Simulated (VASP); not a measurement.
Here is the system:

```
BaS
1.0
    0.00000     3.15130     3.15130
    3.15130     0.00000     3.15130
    3.15130     3.15130     0.00000
Ba S
1 1
Direct
  0.00000   0.00000   0.00000
  0.50000   0.50000   0.50000
```

Calculation: LDA (Ceperley-Alder, Perdew-Zunger), VASP's LDA PAW potentials (set 64) (plane waves; VASP). Numerical set-up: 400 eV cut-off, 7×7×7 Γ-centred mesh, Gaussian smearing of 0.050 eV, potentials Ba_sv S.

Task: What does the run give for the energy per atom (σ→0)?

Result: 
| Item | Result |
|---|---|
| energy per atom (σ→0) | -5.587 eV/atom |

Total energies compare only between runs with the same potentials, cut-off and functional.

The compound is BaS in the rock salt structure. It was relaxed first. The start is the result of an earlier pass.
